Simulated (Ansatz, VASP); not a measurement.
# Cross-check of Sb (Antimony) between VASP and Ansatz

Wanted: the spread between two codes on one cell, functional and k mesh. The cell is taken from a series of runs on this material, whose earlier steps may have relaxed, scaled, displaced or heated it; both programs get it as it stands.

Program: Ansatz 0.2.0. Level of theory: plane waves, with VASP 6.6.1 beside it; zone-centre phonons at PBEsol. Results are calculated unless marked as measured.

**1. Starting point**

The structure is trigonal, space group R-3m (No. 166). The conventional cell has a = 4.352 Å, b = 4.352 Å, c = 10.730 Å, α = 90.00°, β = 90.00°, γ = 120.00°. Nearest to Sb lie 6 Sb at 2.93 to 3.25 Å.

Structure file:

```xyz
2
Lattice="2.1760 1.2563 3.5768 -2.1760 1.2563 3.5768 0.0000 -2.5126 3.5768" Properties=species:S:1:pos:R:3 pbc="T T T"
Sb    0.0000    0.0000    2.5436
Sb    0.0000    0.0000    8.1868
```

**2. VASP: zone-centre phonons, PBEsol**

Second derivatives magnify differences that forces hide, and they need a tight electronic threshold.

Lines of VASP's logs that name or quote its potential files are left out, and so is its time.

File INCAR:

```
SYSTEM = Sb
PREC = Accurate
ENCUT = 500
EDIFF = 1E-08
NELM = 120
ISMEAR = 1
SIGMA = 0.2
LREAL = .FALSE.
ALGO = Normal
GGA = PS
NBANDS = 11
LORBIT = 11
LWAVE = .FALSE.
LCHARG = .FALSE.
ISIF = 2
IBRION = 8
LASPH = .TRUE.
GGA_COMPAT = .FALSE.
KPAR = 2
```

File POSCAR:

```
Sb
1.0
    2.1759658061      1.2562944439      3.5768039017
   -2.1759658061      1.2562944439      3.5768039017
    0.0000000000     -2.5125888878      3.5768039017
Sb
2
Direct
    0.2370442911      0.2370442929      0.2370442911
    0.7629557089      0.7629557071      0.7629557089
```

File KPOINTS:

```
Automatic mesh
0
Gamma
12 12 12
0 0 0
```

The projector-augmented-wave data sets are Sb (PBE family, release 64).

Run with:

```console
$ mpirun -np 2 vasp_std
```

Numbers of over 12 decimals in the logs are rounded to 6 here.

Log:

```text
[banner, memory and clock lines left out]
running    2 mpi-ranks, on    1 nodes
 distrk:  each k-point on    1 cores,    2 groups
 distr:  one band on    1 cores,    1 groups

 POSCAR found type information on POSCAR Sb
 POSCAR found :  1 types and       2 ions
|                                                                             |
|               ----> ADVICE to this user running VASP <----                  |
|                                                                             |
|     You enforced a specific xc type in the INCAR file but a different       |
|     [... a line on the potential file left out ...]
|     I HOPE YOU KNOW WHAT YOU ARE DOING!                                     |
|                                                                             |

 LDA part: xc-table for (Slater+PW92), standard interpolation
 POSCAR, INCAR and KPOINTS ok, starting setup
 FFT: planning ... GRIDC
 FFT: planning ... GRID_SOFT
 FFT: planning ... GRID
 WAVECAR not read
 entering main loop
       N       E                     dE             d eps       ncg     rms          rms(c)
DAV:   1     0.346661533446E+02    0.34666E+02   -0.35806E+03  4158   0.699E+02
DAV:   2    -0.725452195980E+01   -0.41921E+02   -0.40609E+02  5595   0.113E+02
DAV:   3    -0.910568912103E+01   -0.18512E+01   -0.18151E+01  5029   0.265E+01
DAV:   4    -0.912309496411E+01   -0.17406E-01   -0.17402E-01  4664   0.301E+00
DAV:   5    -0.912328529980E+01   -0.19034E-03   -0.19033E-03  4831   0.360E-01    0.291E+00
DAV:   6    -0.911502075330E+01    0.82645E-02   -0.18996E-03  4698   0.270E-01    0.174E+00
DAV:   7    -0.910989881274E+01    0.51219E-02   -0.46668E-03  4587   0.412E-01    0.593E-02
DAV:   8    -0.910992583242E+01   -0.27020E-04   -0.12359E-04  4725   0.767E-02    0.170E-02
DAV:   9    -0.910993230420E+01   -0.64718E-05   -0.12726E-05  4700   0.231E-02    0.509E-03
DAV:  10    -0.910993182779E+01    0.47641E-06   -0.18986E-06  4761   0.757E-03    0.719E-04
DAV:  11    -0.910993187468E+01   -0.46885E-07   -0.13733E-07  4632   0.244E-03    0.459E-04
DAV:  12    -0.910993191739E+01   -0.42718E-07   -0.13630E-08  3836   0.662E-04    0.880E-05
DAV:  13    -0.910993192364E+01   -0.62492E-08   -0.16043E-09  2319   0.268E-04
   1 F= -.91099319E+01 E0= -.91106417E+01  d E =0.212935E-02
 Linear response reoptimize wavefunctions to high precision
DAV:   1    -0.910993192427E+01   -0.62425E-09   -0.17283E-10  2757   0.105E-04
DAV:   2    -0.910993192427E+01    0.22737E-11   -0.24293E-11  2256   0.419E-05
 Linear response DOF=           2
 Linear response progress:
  Degree of freedom:   1/  2
       N       E                     dE             d eps       ncg     rms          rms(c)
RMM:   1    -0.251254906287E-01   -0.25125E-01    0.25540E-02 38675   0.118E+00
RMM:   2    -0.249010373153E-01    0.22445E-03   -0.15918E-03 30161   0.238E-01    0.493E-02
RMM:   3    -0.249165061782E-01   -0.15469E-04   -0.37920E-05 31691   0.389E-02    0.295E-02
RMM:   4    -0.249942773277E-01   -0.77771E-04   -0.15617E-05 31785   0.212E-02    0.203E-03
RMM:   5    -0.250010730698E-01   -0.67957E-05   -0.10088E-06 32705   0.350E-03    0.995E-04
RMM:   6    -0.250029506558E-01   -0.18776E-05   -0.22541E-07 32425   0.893E-04    0.264E-04
RMM:   7    -0.250021115873E-01    0.83907E-06    0.27148E-07 33145   0.217E-04    0.843E-05
RMM:   8    -0.250020647242E-01    0.46863E-07    0.10060E-08 33483   0.699E-05    0.167E-05
RMM:   9    -0.250020472893E-01    0.17435E-07    0.15319E-08 33550   0.194E-05    0.203E-06
RMM:  10    -0.250020486060E-01   -0.13167E-08   -0.23404E-09 33160   0.592E-06    0.620E-07
 first order change of Fermi-energy  -0.14780E-04
 force on displaced ion       1 direction 1 :  -1.426  -0.000   0.000
 Linear response progress:
  Degree of freedom:   2/  2
       N       E                     dE             d eps       ncg     rms          rms(c)
RMM:   1    -0.258071707549E-01   -0.25807E-01    0.16136E-02  8104   0.119E+00
RMM:   2    -0.246350249602E-01    0.11721E-02   -0.15516E-03  6527   0.246E-01    0.458E-02
RMM:   3    -0.245438630584E-01    0.91162E-04   -0.39089E-05  6891   0.416E-02    0.276E-02
RMM:   4    -0.244839046666E-01    0.59958E-04   -0.24105E-05  6743   0.243E-02    0.629E-03
RMM:   5    -0.244966752295E-01   -0.12771E-04   -0.75735E-07  6979   0.507E-03    0.226E-03
RMM:   6    -0.244992595361E-01   -0.25843E-05   -0.44716E-08  7003   0.101E-03    0.765E-04
RMM:   7    -0.244984340829E-01    0.82545E-06    0.89644E-09  7089   0.266E-04    0.188E-04
RMM:   8    -0.244984320611E-01    0.20218E-08    0.40742E-09  7162   0.613E-05    0.291E-05
 first order change of Fermi-energy  -0.42339E+00
 force on displaced ion       1 direction 3 :   0.000  -0.000  -4.255
 Linear response finished
```

From OUTCAR (step 2):

```text
ion  position               nearest neighbor table
   1  0.237  0.237  0.237-   2 2.93   2 2.93   2 2.93   2 3.25   2 3.25   2 3.25
   2  0.763  0.763  0.763-   1 2.93   1 2.93   1 2.93   1 3.25   1 3.25   1 3.25

  LATTYP: Found a trigonal (rhomboedric) cell.
 ALAT       =     4.3711130242
 COS(alpha) =     0.5043785932

 Subroutine GETGRP returns: Found 12 space group operations
 (whereof 12 operations were pure point group operations)

The static configuration has the point symmetry D_3d.

 Found    189 irreducible k-points:

   k-points           NKPTS =    189   k-points in BZ     NKDIM =    189   number of bands    NBANDS=     11

   dimension x,y,z NGX =    32 NGY =   32 NGZ =   32
   dimension x,y,z NGXF=    64 NGYF=   64 NGZF=   64

   ENCUT  =  500.0 eV  36.75 Ry    6.06 a.u.   7.97  7.97  7.97*2*pi/ulx,y,z

   NELECT =      10.0000    total number of electrons

 k-points in reciprocal lattice and weights: Automatic mesh
   0.00000000  0.00000000  0.00000000       0.001
   0.08333333 -0.00000000  0.00000000       0.003
   0.16666667 -0.00000000  0.00000000       0.003
   0.25000000 -0.00000000  0.00000000       0.003
   0.33333333  0.00000000  0.00000000       0.003
   0.41666667 -0.00000000  0.00000000       0.003
   0.50000000 -0.00000000  0.00000000       0.002
   0.08333333  0.08333333  0.00000000       0.003
   0.16666667  0.08333333  0.00000000       0.007
[...]
-0.41666667  0.50000000  0.41666667       0.003
   0.50000000  0.50000000  0.50000000       0.001

 average (electrostatic) potential at core
       1 -85.3625       2 -85.3625

  Total        0.0640683      0.0640683      0.5350001      0.0000000      0.0000000      0.0000000
  in kB        1.7497019      1.7497019     14.6108202      0.0000000      0.0000000      0.0000000
  external PRESSURE =       6.0367414 kB  Pullay stress =       0.0000000 kB

  energy-cutoff  :      500.00
  volume of cell :       58.67
      direct lattice vectors                 reciprocal lattice vectors
     2.175965806  1.256294444  3.576803902     0.229783023  0.132665290  0.093193069
    -2.175965806  1.256294444  3.576803902    -0.229783023  0.132665290  0.093193069
     0.000000000 -2.512588888  3.576803902     0.000000000 -0.265330580  0.093193069

 POSITION                                       TOTAL-FORCE (eV/Angst)
 -----------------------------------------------------------------------------------
     -0.00000      0.00000      2.54358         0.000000      0.000000      0.041647
      0.00000     -0.00000      8.18683         0.000000     -0.000000     -0.041647
 -----------------------------------------------------------------------------------
    total drift:                                0.000000     -0.000000      0.000000

 Eigenvectors and eigenvalues of the dynamical matrix
 ----------------------------------------------------

   1 f  =    4.133324 THz    25.970439 2PiTHz  137.872840 cm-1    17.094046 meV
             X         Y         Z           dx          dy          dz
     -0.000000  0.000000  2.543583     0.000000    0.000000   -0.707107
      0.000000 -0.000000  8.186829    -0.000000    0.000000    0.707107

   2 f  =    2.392487 THz    15.032438 2PiTHz   79.804769 cm-1     9.894526 meV
             X         Y         Z           dx          dy          dz
     -0.000000  0.000000  2.543583     0.000250   -0.707107   -0.000000
      0.000000 -0.000000  8.186829    -0.000250    0.707107   -0.000000

   3 f  =    2.392487 THz    15.032438 2PiTHz   79.804769 cm-1     9.894526 meV
             X         Y         Z           dx          dy          dz
     -0.000000  0.000000  2.543583     0.707107    0.000250    0.000000
      0.000000 -0.000000  8.186829    -0.707107   -0.000250    0.000000

   4 f  =    0.000000 THz     0.000000 2PiTHz    0.000002 cm-1     0.000000 meV
             X         Y         Z           dx          dy          dz
     -0.000000  0.000000  2.543583    -0.165313   -0.634475    0.264789
      0.000000 -0.000000  8.186829    -0.165313   -0.634475    0.264789

   5 f/i=    0.000000 THz     0.000000 2PiTHz    0.000001 cm-1     0.000000 meV
             X         Y         Z           dx          dy          dz
     -0.000000  0.000000  2.543583     0.685644   -0.132089    0.111556
      0.000000 -0.000000  8.186829     0.685644   -0.132089    0.111556

   6 f/i=    0.000000 THz     0.000000 2PiTHz    0.000002 cm-1     0.000000 meV
             X         Y         Z           dx          dy          dz
     -0.000000  0.000000  2.543583    -0.050634    0.282833    0.646097
      0.000000 -0.000000  8.186829    -0.050634    0.282833    0.646097

 ELASTIC MODULI CONTR FROM IONIC RELAXATION (kBar)
 Direction    XX          YY          ZZ          XY          YZ          ZX
 --------------------------------------------------------------------------------
 XX         -81.7714    -62.7203   -118.7937      0.0000     45.9975     -0.0000
 YY         -62.7203    -81.7714   -118.7937      0.0000    -45.9975     -0.0000
 ZZ        -118.7937   -118.7937   -195.3323      0.0000     -0.0000     -0.0000
 XY           0.0000      0.0000      0.0000     -9.5256     -0.0000     43.5391
 YZ          45.9975    -45.9975     -0.0000     -0.0000   -222.1144      0.0000
 ZX          -0.0000     -0.0000     -0.0000     43.5391      0.0000   -199.0071
 --------------------------------------------------------------------------------
```

Energies printed during the response cycles are not total energies of the cell. The PAW data sets were made with PBE, which is usual practice but a small mismatch for other functionals.

**3. Ansatz: zone-centre phonons, PBEsol**

Ansatz runs on its PAW soft_1 files.

The same cell, functional, mesh and smearing now go to Ansatz, which takes its cutoff from its data sets.

File input.yaml:

```yaml
crystal:
  lattice:
    - [2.1759658061, 1.2562944439, 3.5768039017]
    - [-2.1759658061, 1.2562944439, 3.5768039017]
    - [0.0, -2.5125888878, 3.5768039017]
  atoms:
    - { symbol: Sb, position: [0.2370442911, 0.2370442929, 0.2370442911] }
    - { symbol: Sb, position: [0.7629557089, 0.7629557071, 0.7629557089] }
kpoints:
  mp_grid: { grid: [12, 12, 12] }
hamiltonian:
  xc: pbesol
  pseudopotentials: { kind: paw, azcp: { folder: soft_1 }, xc_functional: pbe }
scf:
  occupations: { method: methfessel_paxton, width: 0.2 }
output:
  eigenvalues: true
phonons:
  method: dfpt
```

Run with:

```console
$ ansatz run input.yaml --threads 4 --pin off --max-ram 10240MiB --backend cpu --events-out ev --progress --plain --runs-dir out
```

Log:

```text
Engine: ansatz 0.2.0, x86_64-unknown-linux-gnu
Pseudopotentials: kind: paw
Pseudopotential: Sb, paw, valence charge 15, recommended cutoff 420 eV (normal), soft_1/Sb.paw.azcp
Functional definition: PBEsol
  exchange = pbesol_x
  correlation = pbesol_c
Crystal: 2 atoms, lattice volume = 58.666 Å³
Basis set: ecut = 420 eV, 1145 PW (Γ), exchange–correlation on 60×60×60 points (8 copies of the dense FFT grid, shifted against one another)
Bands: 19, of which v1, the nominal top of the filled ones, is band 15 counted from 1 (14 counted from 0)
Symmetry: 12 space group operations
k-points: 476 of 1728 (irreducible under 2 space group operations, time reversal used)
Non-local potential: Sb, projectors of the file, l = 0: 2, l = 1: 2, l = 2: 2, l = 3: 1
PAW form: soft (Blöchl's): semilocal exchange-correlation on the pseudo side does not see the compensation charge
PAW frozen core: Sb, regenerated for the run's functional, and the local potential with it (the file was generated under x = pbe(κ = 0.804, μ = 0.219515), c = pbe(β = 0.066725))
PAW one-centre angular grid: Sb, 590 points (default); XC on 64 Gauss nodes
Initial density: superposition of atomic densities (chi_scale 0.1, normalization cell)
Initial wavefunctions: pseudopotential atomic-orbital guess
Functional: x = pbesol(κ = 0.804, μ = 0.123457), c = pbesol(β = 0.046)
SCF iter   1: F=—  HF=-12816.329332 eV  |F-HF|=—  |Δ(HF+E_count)|=         —  Δρ=1.44e-2  dr2=9.20e-2  ethr=3.10e-3  ⟨swp⟩=5.9  Hψ=46967  notcnv=0
preconditioner: auto → Kerker (q_TF=auto, 2.440 Å⁻¹)  [metal: Δε(μ)=0.099 eV  Ē_g=8.764 eV  σ=0.200 eV  W_gap=0.40  n_scr=14 (ndim 8)  ℏωp=15.3 eV  f_vac=0.000  D(μ)=0.20/eV (n_scr^D=0)]
SCF iter   2: F=—  HF=-12816.322233 eV  |F-HF|=—  |Δ(HF+E_count)|=   7.10e-3  S|Δr|=    0.00e0  Δρ=9.33e-3  dr2=4.00e-2  ethr=3.07e-4  ⟨swp⟩=1.0  Hψ=12852  notcnv=0
SCF iter   3: F=—  HF=-12816.318868 eV  |F-HF|=—  |Δ(HF+E_count)|=   3.36e-3  S|Δr|=    0.00e0  Δρ=1.16e-3  dr2=1.08e-3  ethr=1.33e-4  ⟨swp⟩=2.0  Hψ=16131  notcnv=0
SCF iter   4: F=—  HF=-12816.318968 eV  |F-HF|=—  |Δ(HF+E_count)|=   9.98e-5  S|Δr|=    0.00e0  Δρ=6.90e-4  dr2=2.15e-4  ethr=3.61e-6  ⟨swp⟩=2.0  Hψ=16190  notcnv=0
SCF iter   5: F=—  HF=-12816.318805 eV  |F-HF|=—  |Δ(HF+E_count)|=   1.63e-4  S|Δr|=    0.00e0  Δρ=2.46e-4  dr2=5.49e-5  ethr=7.17e-7  ⟨swp⟩=2.0  Hψ=16134  notcnv=0
SCF iter   6: F=—  HF=-12816.318822 eV  |F-HF|=—  |Δ(HF+E_count)|=   1.72e-5  S|Δr|=    0.00e0  Δρ=5.21e-5  dr2=2.28e-6  ethr=1.83e-7  ⟨swp⟩=2.0  Hψ=10523  notcnv=0
SCF iter   7: F=—  HF=-12816.318823 eV  |F-HF|=—  |Δ(HF+E_count)|=   1.06e-6  S|Δr|=    0.00e0  Δρ=7.89e-6  dr2=2.29e-8  ethr=7.61e-9  ⟨swp⟩=2.0  Hψ=16196  notcnv=0
SCF iter   8: F=—  HF=-12816.318823 eV  |F-HF|=—  |Δ(HF+E_count)|=   3.73e-9  S|Δr|=    0.00e0  Δρ=1.21e-6  dr2=1.38e-9  ethr=7.65e-11  ⟨swp⟩=3.0  Hψ=16322  notcnv=0
SCF iter   9: F=—  HF=-12816.318823 eV  |F-HF|=—  |Δ(HF+E_count)|=  2.15e-10  S|Δr|=    0.00e0  Δρ=4.47e-7  dr2=2.37e-10  ethr=4.59e-12  ⟨swp⟩=3.0  Hψ=16251  notcnv=0
SCF iter  10: F=—  HF=-12816.318823 eV  |F-HF|=—  |Δ(HF+E_count)|=  1.09e-11  S|Δr|=    0.00e0  Δρ=1.94e-7  dr2=2.56e-11  ethr=1.00e-12  ⟨swp⟩=2.7  Hψ=14619  notcnv=0
SCF iter  11: F=-12816.318823 eV  HF=-12816.318823 eV  |F-HF|=3.64e-12  |Δ(HF+E_count)|=    0.00e0  S|Δr|=    0.00e0  Δρ=5.65e-8  dr2=2.70e-12  ethr=1.00e-12  ⟨swp⟩=5.8  Hψ=39931  notcnv=0
SCF 1 converged in 11 iterations: F = -12816.318823 eV  dr2 = 2.70e-12
  greatest PAW one-centre occupation: 0.996 electrons in one spin orbital (limit 2), on the Sb atom at site 1 (counted from 0), in its partial waves of l = 2
DFPT response loops at Γ: preconditioner auto → Kerker (q_TF=auto, 2.440 Å⁻¹) (partly filled bands, converged f_vac=0.000); β = 1.00, the filter's whole step (`scf.mixing.beta` (0.50) is not read by the response loops under this deck's `scf.mixing.preconditioner`; to damp them name `kerker` or `kerker_dos`, under which they read `scf.mixing.beta`, and type it under 1.00, their step now; both keys bind the ground state too); Broyden in place of MSR1
SCF converged after 11 iterations
Stability not checked: this state was not tested for a lower state beside it, because cold or Methfessel-Paxton smearing, or corrected tetrahedra, fill the levels in a way that the test cannot read (fill_not_monotonic; see scf.lower_state_search)
Free energy (F): -12816.318823 eV
Harris-Foulkes:  -12816.318823 eV  (|F-HF|=3.64e-12)
Internal energy: -12816.320962 eV  (E = F + TS)
E sigma→0 (E₀):  -12816.319358 eV
Entropy (-TS):   0.002139 eV (1.069 meV/atom)
Fermi energy:    10.436345 eV
Step filling:    the computed levels leave a gap of 0.0000 eV = 0.0 smearing widths at the electron count; against every level under it full and every level over it empty, smearing changes F+E_penalty+E_count by +0.518 meV and its σ→0 estimate by -0.017 meV
--- Per-component energies (eV) ---
  E_band       = -322.801765
  E_kinetic    = 326.454650
  E_local      = -3108.845104  (includes V_loc(G=0)·N_el)
  E_nonlocal   = 782.592014
  E_hartree    = 1286.510196
  E_xc         = -196.872844
  E_vxc        = -182.161390  (∫ρ·V_xc dr)
  E_paw        = -8935.046484  (= ΣΔE_a)
  E_vpaw       = -713.862609  (= ΣTr[D̂ρ^β])
  E_aug_tail   = 0.000270  (compensation charges beyond the density's cutoff)
  E_ewald      = -2971.777370
  E_core_change = 0.663710  (= ΣΔE_core)
  E_smearing   = 0.002139  (= −TS)
  E_closure    = -0.000000  (closes the sum)
  Σ components = -12816.318823   (vs F -12816.318823, Δ=0.00e0)
--- Band table (eV; the first three rows and the last of 476) ---
  k-point 0: bands = [... 11 lower, 5.9158, 8.6089, 8.6089, 8.8072, 13.0238, 13.4716, 13.4716, 15.3639]
  k-point 1: bands = [... 11 lower, 5.4981, 8.6096, 8.7560, 8.9163, 12.8723, 13.2217, 13.2538, 15.1454]
  k-point 2: bands = [... 11 lower, 4.5781, 8.6198, 8.8034, 9.3233, 12.4172, 12.6123, 12.7287, 15.0470]
  k-point 475: bands = [... 11 lower, 1.3160, 9.2053, 9.2053, 9.9277, 10.2860, 10.2860, 11.2386, 18.1391]
--- Phonons (Γ-DFPT): 2 representative perturbations + reference, on 476 of 1728 k-points (Σ response iterations 6) ---
  k mesh reduced under 2 symmetry operations, with k and −k counted as one. Each operation leaves every solved perturbation unchanged. A smaller set is not used because it would not reduce the number of displacements times k-points to solve
  ASR residual: 3.845e-5 → 0.000e0 eV/Å²; symmetrization residual: 2.326e-5 eV/Å²
  ASR residual per site (eV/Å²): 3.84e-5 3.84e-5
  Γ frequencies (cm⁻¹): 0.00 0.00 0.00 75.70 75.70 135.29
  non-analytic LO–TO correction: not included (Born effective charges unavailable; polar crystals: no LO–TO splitting at Γ)
```

**4. Side by side**

Known differences besides the potentials themselves: the data sets hold 30 valence electrons in Ansatz (on its PAW soft_1 files) and 10 in VASP; the cutoff is 420 eV in Ansatz and 500 eV in VASP; Ansatz makes its cores anew for this functional, VASP keeps those of its PBE data sets. Total energies have different zeros and are not compared.

Both answers:

| quantity | Ansatz | VASP | difference |
| --- | --- | --- | --- |
| optical mode 1 to 2 (cm⁻¹) | 75.7 | 79.8 | -5.14 % |
| optical mode 3 (cm⁻¹) | 135.3 | 137.9 | -1.87 % |

Modes are paired by rising frequency, not by their patterns, so a pair may set unlike modes beside each other; they are those without the splitting of longitudinal modes.

**5. What came out**

* r.m.s. difference of the optical zone-centre modes, each program's sorted by frequency (zone-centre phonons, PBEsol): 3.7 cm⁻¹
* difference in optical mode 1 to 2 (zone-centre phonons, PBEsol): -5.1 %

The r.m.s. difference of the optical zone-centre modes, each program's sorted by frequency is 3.7 cm⁻¹ (zone-centre phonons, PBEsol). The data sets hold unlike numbers of valence electrons (30 in Ansatz and 10 in VASP), so part of the differences comes from the potentials. Among the rows given in per cent, the largest difference of the zone-centre phonons, PBEsol pair is in optical mode 1 to 2, -5.1 %. How closely two codes agree says nothing of how well the functional describes the real material.

[Lines on the potential files, build, host, timing and source positions are cut from VASP's logs without a mark.]

[Logs are printed without paths, hosts, clocks, repeated set-up lines and the standing remarks that a program may print on its own settings, such as how far it seeks lower states.]

[Hosts, paths, dates, database ids (printed as entryN), source tags and the programs' standing remarks are cut or masked in the printed files.]
